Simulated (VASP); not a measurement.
# Mg3CdSe2O2 (P-4m2) in VASP: further runs, part 2 of 2

VASP 6.6.1. The steps go on from the part before.

### 3 Born charges and dielectric tensor, PBE

Contents of INCAR:

```
PREC     = Accurate       # precision mode
ENCUT    = 520            # plane-wave cutoff, eV
EDIFF    = 1E-8           # SCF threshold, eV
ISMEAR   = 0              # smearing method
SIGMA    = 0.02           # smearing width, eV
LREAL    = F              # projectors in reciprocal space
LASPH    = T              # aspherical terms in the spheres
NELM     = 100            # most SCF steps
ALGO     = Normal         # electronic algorithm
ISIF     = 2              # what is computed and relaxed
LWAVE    = F              # write WAVECAR
LCHARG   = F              # write CHGCAR
GGA      = PE             # functional
LEPSILON = T              # dielectric tensor by DFPT
KPAR     = 4
```

Contents of KPOINTS:

```
Automatic mesh
0
Gamma
  6 6 4
```

Contents of POSCAR:

```
Mg3CdSe2O2
1.0
    3.8888500000      0.0000000000      0.0000000000
    0.0000000000      3.8888500000      0.0000000000
    0.0000000000      0.0000000000      9.8099500000
Mg Cd Se O
3 1 2 2
Direct
    0.0000000000      0.0000000000      0.5000000000
    0.5000000000      0.5000000000      0.3480200000
    0.5000000000      0.5000000000      0.6519800000
    0.0000000000      0.0000000000      0.0000000000
    0.5000000000      0.0000000000      0.1806570000
    0.0000000000      0.5000000000      0.8193430000
    0.5000000000      0.0000000000      0.5618630000
    0.0000000000      0.5000000000      0.4381370000
```

Potentials or basis: VASP PAW PBE potentials, release 64 (Mg, Cd, Se, O).

On the command line:

```sh
> cat potpaw_PBE.64/Mg/POTCAR potpaw_PBE.64/Cd/POTCAR potpaw_PBE.64/Se/POTCAR potpaw_PBE.64/O/POTCAR > POTCAR
> mpirun -np 4 vasp_std > vasp.out
```

OUTCAR:

```text
PREC = Accurate
   ENCUT = 520
   EDIFF = 1E-8
   ISMEAR = 0
   LREAL = F
   LASPH = T
   NELM = 100
   ISIF = 2
   GGA = PE
   LEPSILON = T

 ion  position               nearest neighbor table
   1  0.000  0.000  0.500-   7 2.04   8 2.04   8 2.04   7 2.04   2 3.13   3 3.13   2 3.13   2 3.13
                             3 3.13   3 3.13   2 3.13   3 3.13
   2  0.500  0.500  0.348-   8 2.14   8 2.14   5 2.54   5 2.54   3 2.98   1 3.13   1 3.13   1 3.13
                             1 3.13
   3  0.500  0.500  0.652-   7 2.14   7 2.14   6 2.54   6 2.54   2 2.98   1 3.13   1 3.13   1 3.13
                             1 3.13
   4  0.000  0.000  0.000-   5 2.63   6 2.63   6 2.63   5 2.63
   5  0.500  0.000  0.181-   2 2.54   2 2.54   4 2.63   4 2.63
   6  0.000  0.500  0.819-   3 2.54   3 2.54   4 2.63   4 2.63
   7  0.500  0.000  0.562-   1 2.04   1 2.04   3 2.14   3 2.14
   8  0.000  0.500  0.438-   1 2.04   1 2.04   2 2.14   2 2.14

  LATTYP: Found a simple tetragonal cell.
 ALAT       =     3.8888500000
 C/A-ratio  =     2.5225837973

  Lattice vectors:

 A1 = (   3.8888500000,   0.0000000000,   0.0000000000)
 A2 = (   0.0000000000,   3.8888500000,   0.0000000000)
 A3 = (   0.0000000000,   0.0000000000,   9.8099500000)

Analysis of symmetry for initial positions (statically):
=====================================================================
 Subroutine PRICEL returns:
 Original cell was already a primitive cell.

 Routine SETGRP: Setting up the symmetry group for a
 simple tetragonal supercell.

 Subroutine GETGRP returns: Found  8 space group operations
 (whereof  8 operations were pure point group operations)
 out of a pool of 16 trial point group operations.

The static configuration has the point symmetry D_2d.

Analysis of symmetry for dynamics (positions and initial velocities):
=====================================================================
 Subroutine PRICEL returns:
 Original cell was already a primitive cell.

 Routine SETGRP: Setting up the symmetry group for a
 simple tetragonal supercell.

 Subroutine GETGRP returns: Found  8 space group operations
 (whereof  8 operations were pure point group operations)
 out of a pool of 16 trial point group operations.

The dynamic configuration has the point symmetry D_2d.

 Subroutine INISYM returns: Found  8 space group operations
 (whereof  8 operations are pure point group operations),
 and found     1 'primitive' translations

----------------------------------------------------------------------------------------

                                     Primitive cell

  volume of cell :     148.3574

  direct lattice vectors                    reciprocal lattice vectors
     3.888850000  0.000000000  0.000000000     0.257145429  0.000000000  0.000000000
     0.000000000  3.888850000  0.000000000     0.000000000  0.257145429  0.000000000
     0.000000000  0.000000000  9.809950000     0.000000000  0.000000000  0.101937319

  length of vectors
     3.888850000  3.888850000  9.809950000     0.257145429  0.257145429  0.101937319

  position of ions in fractional coordinates (direct lattice)
     0.000000000  0.000000000  0.500000000
     0.500000000  0.500000000  0.348020000
     0.500000000  0.500000000  0.651980000
     0.000000000  0.000000000  0.000000000
     0.500000000  0.000000000  0.180657000
     0.000000000  0.500000000  0.819343000
[... 852 lines left out ...]
      0.00000      0.00000      4.90498         0.000000      0.000000      0.000000
      1.94443      1.94443      3.41406         0.000000      0.000000     -0.001276
      1.94443      1.94443      6.39589         0.000000     -0.000000      0.001276
      0.00000      0.00000      0.00000         0.000000     -0.000000      0.000000
      1.94443      0.00000      1.77224         0.000000      0.000000     -0.001036
      0.00000      1.94443      8.03771         0.000000     -0.000000      0.001036
      1.94443      0.00000      5.51185        -0.000000      0.000000     -0.001405
      0.00000      1.94443      4.29810         0.000000      0.000000      0.001405
 -----------------------------------------------------------------------------------
    total drift:                                0.000000     -0.000000      0.000000

  FREE ENERGIE OF THE ION-ELECTRON SYSTEM (eV)
  ---------------------------------------------------
  free  energy   TOTEN  =       -35.2683314364 eV

  energy  without entropy=      -35.2683314364  energy(sigma->0) =      -35.26833144

 HEAD OF MICROSCOPIC STATIC DIELECTRIC TENSOR (INDEPENDENT PARTICLE, excluding Hartree and local field effects)
 ------------------------------------------------------
           6.103204     0.000000     0.000000
           0.000000     6.103204     0.000000
           0.000000     0.000000     6.124206
 ------------------------------------------------------

 Free energy of the ion-electron system (eV)
  ---------------------------------------------------
  ---------------------------------------------------
  free energy    TOTEN  =        -2.16775347 eV

  energy without entropy =       -2.16775347

------------------------ aborting loop because EDIFF is reached ----------------------------------------

--------------------------------------- Ionic step        2  -------------------------------------------

------------------------ aborting loop because EDIFF is reached ----------------------------------------

--------------------------------------- Ionic step        3  -------------------------------------------

 Free energy of the ion-electron system (eV)
  ---------------------------------------------------
  ---------------------------------------------------
  free energy    TOTEN  =        -1.99872087 eV

  energy without entropy =       -1.99872087

------------------------ aborting loop because EDIFF is reached ----------------------------------------

 PIEZOELECTRIC TENSOR FIELD DIRECTION 3  (e Angst)
 -----------------------------------------------------------------------------
    -1.98638  0.00000  0.00000           (  0.09061  0.00000  0.00000)
     0.00000  1.98559  0.00000           (  0.00000 -0.09061  0.00000)
     0.00000  0.00000  0.00016           (  0.00000  0.00000 -0.00000)

 PIEZOELECTRIC TENSOR FIELD DIRECTION 3  (C/m^2)
 -----------------------------------------------------------------------------
    -0.21452  0.00000  0.00000
     0.00000  0.21443  0.00000
     0.00000  0.00000  0.00002

 MACROSCOPIC STATIC DIELECTRIC TENSOR (including local field effects in DFT)
 ------------------------------------------------------
           5.842987     0.000000     0.000000
           0.000000     5.842987     0.000000
           0.000000     0.000000     5.447345
 ------------------------------------------------------

 PIEZOELECTRIC TENSOR (including local field effects)  for field in x, y, z        (e  Angst)
          XX          YY          ZZ          XY          YZ          ZX
  --------------------------------------------------------------------------------
  x     0.00000     0.00000     0.00000     0.00000     0.00000    -3.47647
  y     0.00000     0.00000     0.00000     0.00000     3.47647     0.00000
  z    -1.98599     1.98599     0.00000     0.00000     0.00000     0.00000

 PIEZOELECTRIC TENSOR (including local field effects)  for field in x, y, z        (C/m^2)
          XX          YY          ZZ          XY          YZ          ZX
  --------------------------------------------------------------------------------
  x     0.00000     0.00000     0.00000     0.00000     0.00000    -0.37544
  y     0.00000     0.00000     0.00000     0.00000     0.37544     0.00000
  z    -0.21448     0.21448     0.00000     0.00000     0.00000     0.00000

 BORN EFFECTIVE CHARGES (including local field effects) (in |e|, cummulative output)
 ---------------------------------------------------------------------------------
 ion    1
    1     2.09652     0.00000     0.00000
    2     0.00000     2.09652     0.00000
    3     0.00000     0.00000     2.58605
 ion    2
    1     1.60684     0.00000     0.00000
    2     0.00000     2.25942     0.00000
    3     0.00000     0.00000     2.50676
 ion    3
    1     2.25942     0.00000     0.00000
    2     0.00000     1.60684     0.00000
    3     0.00000     0.00000     2.50676
 ion    4
    1     2.20517     0.00000     0.00000
    2     0.00000     2.20517     0.00000
    3     0.00000     0.00000     1.94428
 ion    5
    1    -2.13489     0.00000     0.00000
    2     0.00000    -1.58087     0.00000
    3     0.00000     0.00000    -2.11697
 ion    6
    1    -1.58087     0.00000    -0.00000
    2     0.00000    -2.13489     0.00000
    3     0.00000     0.00000    -2.11697
 ion    7
    1    -2.07327     0.00000     0.00000
    2     0.00000    -2.37893     0.00000
    3     0.00000     0.00000    -2.65495
 ion    8
    1    -2.37893     0.00000     0.00000
    2     0.00000    -2.07327     0.00000
    3     0.00000     0.00000    -2.65495
```

Run time: 7.9 min. Hardware: 4 MPI ranks of Intel Xeon Platinum 8488C (Sapphire Rapids), shared host; peak memory 0.7 GiB.

What came out:

```
Band gap on the k mesh                  : 1.09 eV, indirect (least direct gap 1.17 eV)
Electronic dielectric tensor (diagonal) : 5.84, 5.84, 5.45
Born charges (mean of the diagonal)     : Mg +2.26, +2.12; Cd +2.12; Se -1.94; O -2.37 e
```

Electronic dielectric tensor:
```
5.84 0.00 0.00
0.00 5.84 0.00
0.00 0.00 5.45
```

Born effective charge tensors (e):
atom 1, Mg
```
2.10 0.00 0.00
0.00 2.10 0.00
0.00 0.00 2.59
```
atom 2, Mg
```
1.61 0.00 0.00
0.00 2.26 0.00
0.00 0.00 2.51
```
atom 3, Mg
```
2.26 0.00 0.00
0.00 1.61 0.00
0.00 0.00 2.51
```
atom 4, Cd
```
2.21 0.00 0.00
0.00 2.21 0.00
0.00 0.00 1.94
```
atom 5, Se
```
-2.13  0.00  0.00
 0.00 -1.58  0.00
 0.00  0.00 -2.12
```
atom 6, Se
```
-1.58  0.00  0.00
 0.00 -2.13  0.00
 0.00  0.00 -2.12
```
atom 7, O
```
-2.07  0.00  0.00
 0.00 -2.38  0.00
 0.00  0.00 -2.65
```
atom 8, O
```
-2.38  0.00  0.00
 0.00 -2.07  0.00
 0.00  0.00 -2.65
```

A k mesh can miss the band edges. As with any semilocal functional, this PBE gap is likely too small.
